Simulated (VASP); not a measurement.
Given:

```yaml
crystal:
  lattice:
    - [0.00000, 2.82880, 2.82880]
    - [2.82880, 0.00000, 2.82880]
    - [2.82880, 2.82880, 0.00000]
  atoms:
    - { symbol: In, position: [0.00000, 0.00000, 0.00000] }
    - { symbol: P, position: [0.25000, 0.25000, 0.25000] }
```

All values below come from PBEsol GGA, VASP's PBE PAW potentials (set 64) (plane waves; VASP). Run with 500 eV cut-off, 8×8×8 Γ-centred mesh, Gaussian smearing of 0.050 eV, potentials In_d P.

Unless said otherwise, spin-orbit coupling is left out, though it shifts the bands of the heavy elements here.

Predict the energy per atom (σ→0), pressure, band gap (on the k-mesh) with the smallest direct gap where there is one.

```json
{
 "band gap (on the k-mesh)": "1.17 eV",
 "smallest direct gap (on the k-mesh)": "1.17 eV",
 "energy per atom (σ→0)": "-4.500 eV/atom",
 "pressure": "9.93 GPa"
}
```

The absolute energy has meaning only against runs of the same code, potentials and settings.

The compound is InP in the zinc blende structure. It was relaxed first under an external pressure of 10 GPa.
